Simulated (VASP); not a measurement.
Output of a VASP run:

File OUTCAR:
```
 ion  position               nearest neighbor table
   1  0.250  0.250  0.250-   3 2.47   3 2.47   3 2.47   3 2.47   2 2.85   2 2.85   2 2.85   2 2.85
                             2 2.85   2 2.85
   2  0.750  0.750  0.750-   3 2.47   3 2.47   3 2.47   3 2.47   1 2.85   1 2.85   1 2.85   1 2.85
                             1 2.85   1 2.85
   3  0.000  0.000  0.000-   2 2.47   2 2.47   2 2.47   1 2.47   2 2.47   1 2.47   1 2.47   1 2.47
  LATTYP: Found a face centered cubic cell.
 ALAT       =     5.6952891352
 Subroutine PRICEL returns:
 Original cell was already a primitive cell.
 Subroutine GETGRP returns: Found 48 space group operations
The static configuration has the point symmetry O_h .
The dynamic configuration has the point symmetry O_h .
 Subroutine INISYM returns: Found 48 space group operations
 Subroutine IBZKPT returns following result:
 Found     47 irreducible k-points:

 Following reciprocal coordinates:
            Coordinates               Weight
  0.000000  0.000000  0.000000      1.000000
  0.100000  0.000000  0.000000      8.000000
  0.200000  0.000000  0.000000      8.000000
  0.300000  0.000000  0.000000      8.000000
  0.400000  0.000000  0.000000      8.000000
  0.500000  0.000000  0.000000      4.000000
  0.100000  0.100000  0.000000      6.000000
  0.200000  0.100000  0.000000     24.000000
  0.300000  0.100000  0.000000     24.000000
  0.400000  0.100000  0.000000     24.000000
  0.500000  0.100000  0.000000     24.000000
 -0.400000  0.100000  0.000000     24.000000
 -0.300000  0.100000  0.000000     24.000000
 -0.200000  0.100000  0.000000     24.000000
 -0.100000  0.100000  0.000000     12.000000
  0.200000  0.200000  0.000000      6.000000
  0.300000  0.200000  0.000000     24.000000
  0.400000  0.200000  0.000000     24.000000
  0.500000  0.200000  0.000000     24.000000
 -0.400000  0.200000  0.000000     24.000000
 -0.300000  0.200000  0.000000     24.000000
 -0.200000  0.200000  0.000000     12.000000
  0.300000  0.300000  0.000000      6.000000
  0.400000  0.300000  0.000000     24.000000
  0.500000  0.300000  0.000000     24.000000
 -0.400000  0.300000  0.000000     24.000000
 -0.300000  0.300000  0.000000     12.000000
  0.400000  0.400000  0.000000      6.000000
  0.500000  0.400000  0.000000     24.000000
 -0.400000  0.400000  0.000000     12.000000
  0.500000  0.500000  0.000000      3.000000
  0.300000  0.200000  0.100000     24.000000
  0.400000  0.200000  0.100000     48.000000
  0.500000  0.200000  0.100000     48.000000
 -0.400000  0.200000  0.100000     24.000000
  0.400000  0.300000  0.100000     24.000000
  0.500000  0.300000  0.100000     48.000000
 -0.400000  0.300000  0.100000     48.000000
 -0.300000  0.300000  0.100000     48.000000
 -0.200000  0.300000  0.100000     24.000000
   k-points           NKPTS =     47   k-points in BZ     NKDIM =     47   number of bands    NBANDS=     13
   number of dos      NEDOS =    301   number of ions     NIONS =      3
   total plane-waves  NPLWV =  27000
   dimension x,y,z NGX =    30 NGY =   30 NGZ =   30
   dimension x,y,z NGXF=    60 NGYF=   60 NGZF=   60
   ions per type =               2   1
   PREC   = accura    normal or accurate (medium, high low for compatibility)
   ISTART =      0    job   : 0-new  1-cont  2-samecut
   ICHARG =      2    charge: 1-file 2-atom 10-const
   ISPIN  =      1    spin polarized calculation?
   LNONCOLLINEAR =      F non collinear calculations
   LSORBIT =      F    spin-orbit coupling
   INIWAV =      1    electr: 0-lowe 1-rand  2-diag
   ENCUT  =  520.0 eV  38.22 Ry    6.18 a.u.   7.49  7.49  7.49*2*pi/ulx,y,z
   NELM   =    100;   NELMIN=  2; NELMDL= -5     # of ELM steps
   EDIFF  = 0.1E-06   stopping-criterion for ELM
   LREAL  =      F    real-space projection
   NLSPLINE    = F    spline interpolate recip. space projectors
   LMAXMIX     =    4 max onsite mixed and CHGCAR
   VOSKOWN=      0    Vosko Wilk Nusair interpolation
   EDIFFG = 0.1E-05   stopping-criterion for IOM
...
```

**OSZICAR**
```
       N       E                     dE             d eps       ncg     rms          rms(c)
DAV:   1     0.760644352675E+02    0.76064E+02   -0.76999E+03  1222   0.135E+03
DAV:   2    -0.668344052325E+01   -0.82748E+02   -0.78139E+02  1242   0.242E+02
DAV:   3    -0.108932622671E+02   -0.42098E+01   -0.40765E+01  1599   0.612E+01
DAV:   4    -0.109843488102E+02   -0.91087E-01   -0.90918E-01  1422   0.857E+00
DAV:   5    -0.109873074318E+02   -0.29586E-02   -0.29580E-02  1625   0.164E+00    0.133E+01
DAV:   6    -0.159040643034E+02   -0.49168E+01   -0.43413E+01  1302   0.162E+02    0.234E+01
DAV:   7    -0.980179599414E+01    0.61023E+01   -0.13258E+01  1462   0.102E+02    0.378E+00
DAV:   8    -0.967674290572E+01    0.12505E+00   -0.20065E+00  1783   0.243E+01    0.200E+00
DAV:   9    -0.966124745652E+01    0.15495E-01   -0.26886E-01  1493   0.100E+01    0.643E-01
DAV:  10    -0.965818283999E+01    0.30646E-02   -0.13657E-02  1580   0.258E+00    0.218E-01
DAV:  11    -0.965812813430E+01    0.54706E-04   -0.19433E-03  1387   0.404E-01    0.673E-02
DAV:  12    -0.965815810117E+01   -0.29967E-04   -0.11174E-04  1660   0.102E-01    0.286E-02
DAV:  13    -0.965814413942E+01    0.13962E-04   -0.35795E-05  1754   0.131E-01    0.612E-03
DAV:  14    -0.965814500548E+01   -0.86606E-06   -0.47001E-06  1477   0.168E-02    0.598E-03
DAV:  15    -0.965814508651E+01   -0.81039E-07   -0.49038E-07  1491   0.166E-02
   1 F= -.96581451E+01 E0= -.96578972E+01  d E =-.743699E-03
```

OUTCAR:
```
------------------------ aborting loop because EDIFF is reached ----------------------------------------
  FORCE on cell =-STRESS in cart. coord.  units (eV):
  Direction    XX          YY          ZZ          XY          YZ          ZX
  --------------------------------------------------------------------------------------
  Total       -1.5377808     -1.5377808     -1.5377808      0.0000000      0.0000000      0.0000000
  in kB      -53.3479436    -53.3479436    -53.3479436      0.0000000      0.0000000      0.0000000
  external PRESSURE =     -53.3479436 kB  Pullay stress =       0.0000000 kB
  volume of cell :       46.18
      direct lattice vectors                 reciprocal lattice vectors
     0.000000000  2.847644568  2.847644568    -0.175583711  0.175583711  0.175583711
     2.847644568  0.000000000  2.847644568     0.175583711 -0.175583711  0.175583711
     2.847644568  2.847644568  0.000000000     0.175583711  0.175583711 -0.175583711
 POSITION                                       TOTAL-FORCE (eV/Angst)
 -----------------------------------------------------------------------------------
      1.42382      1.42382      1.42382         0.000000      0.000000      0.000000
      4.27147      4.27147      4.27147        -0.000000     -0.000000     -0.000000
      0.00000      0.00000      0.00000         0.000000      0.000000      0.000000
 -----------------------------------------------------------------------------------
    total drift:                                0.000000     -0.000000     -0.000000
  FREE ENERGIE OF THE ION-ELECTRON SYSTEM (eV)
  ---------------------------------------------------
  free  energy   TOTEN  =        -9.6581450865 eV

  energy  without entropy=       -9.6574013880  energy(sigma->0) =       -9.65789719
```
(Selected blocks of OUTCAR.)

File POSCAR:
```
NiSi2
1
    0.0000000000     2.8476445676     2.8476445676
    2.8476445676     0.0000000000     2.8476445676
    2.8476445676     2.8476445676     0.0000000000
Si Ni
2 1
Direct
  0.2500000000   0.2500000000   0.2500000000
  0.7500000000   0.7500000000   0.7500000000
  0.0000000000   0.0000000000   0.0000000000
```

Q: Reconstruct the remaining input files.

A: Several could match; the one computed here: the input of the run itself, vdW-DF2, plane waves, VASP's PBE PAW potentials (set 64).

INCAR:
```
# general
SYSTEM   = NiSi2
PREC     = Accurate
ENCUT    = 520   # plane-wave cut-off (eV)
LREAL    = .False.   # projection in real space or not
LASPH    = .True.

# electronic loop
EDIFF    = 1E-7   # SCF stop (eV)
NELM     = 100   # most electronic steps
ALGO     = Normal
LMAXMIX  = 4   # l cut-off of mixed one-centre charges

# smearing
ISMEAR   = 1   # Methfessel-Paxton
SIGMA    = 0.1   # width (eV)

# functional
GGA      = ML
LUSE_VDW = .True.
AGGAC    = 0.0
ZAB_VDW  = -1.8867

# ions
ISIF     = 2   # forces and stress, cell fixed

# output
LWAVE    = .False.
LCHARG   = .False.
```

KPOINTS:
```
Automatic mesh
0
Gamma
10 10 10
0 0 0
```

POTCAR, in this order: Si Ni (PBE.64 set). Program: vasp_std.

The compound is NiSi2 in the fluorite structure. This cell is one point of a volume scan, at 1.06 of the reference volume. The run is not spin-polarised, so no magnetic state was tried.
